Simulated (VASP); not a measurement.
Shape and ions are relaxed at each volume.

```xyz
2
Lattice="1.7589 -3.0465 0.0000 1.7589 3.0465 0.0000 0.0000 0.0000 5.4622" Properties=species:S:1:pos:R:3 pbc="T T T"
Lu     1.7589     1.0155     1.3655
Lu     1.7589    -1.0155     4.0966
```

The numbers are results of PW91 GGA, VASP's PBE PAW potentials (set 64) (plane waves; VASP), not measurements. Run with 520 eV cut-off, 12×12×7 Γ-centred mesh, first-order Methfessel-Paxton smearing of 0.10 eV, potentials Lu_3.

### Question
Give the energy at these volumes per atom, relative to the lowest: 27.43, 28.31, 29.18, 30.06, 30.93 Å³.

### Answer
19.1, 5.0, 0.0, 3.0, 13.1 meV/atom. A third-order Birch-Murnaghan fit gives B0 = 48.4 GPa and B0′ = 3.3.

Measured: bulk modulus 47.6 GPa (computed value off by +1.7 %), as given by Wikipedia, Lutetium (infobox). The calculation is for a static lattice, while the measured bulk modulus holds thermal and zero-point effects, which are part of the difference.

The compound is Lu in the hcp structure. It was relaxed first.
